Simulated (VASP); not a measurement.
Input:

```xyz
4
Lattice="-2.4282 2.4282 4.8629 2.4282 -2.4282 4.8629 2.4282 2.4282 -4.8629" Properties=species:S:1:pos:R:3 pbc="T T T"
Na     0.0000     2.4282     2.4314
Na     2.4282     0.0000     2.4314
Na     0.0000     0.0000     4.8629
Tl     0.0000     0.0000     0.0000
```

Computed with PBEsol GGA, VASP's PBE PAW potentials (set 64) (plane waves; VASP). Numerical set-up: 400 eV cut-off, Gaussian smearing of 0.050 eV, potentials Na_pv Tl_d.

**Question.** Give the energies of bands 15 to 20 at the high-symmetry points, in eV from the Fermi level.

**Answer.** 
| band | Γ | X | P | N | M | S | R |
|---|---|---|---|---|---|---|---|
| 15 | -6.89 | -5.83 | -5.83 | -6.21 | -6.45 | -6.18 | -5.91 |
| 16 | 0.28 | -1.48 | -1.14 | -2.32 | -2.58 | -1.86 | -1.27 |
| 17 | 0.60 | -0.64 | -1.14 | -0.06 | 0.85 | -1.68 | -0.94 |
| 18 | 1.53 | -0.14 | -0.44 | 0.78 | 0.85 | 1.49 | -0.85 |
| 19 | 1.53 | 0.56 | 1.90 | 1.80 | 1.40 | 3.06 | 1.47 |
| 20 | 3.23 | 1.77 | 1.90 | 3.68 | 3.33 | 3.61 | 2.78 |

It has no gap at this level: it comes out as a metal or semimetal.

The structure comes from a computed database's Na3Tl entry (I4/mmm); how it stands against other phases isn't given here. It was relaxed first.
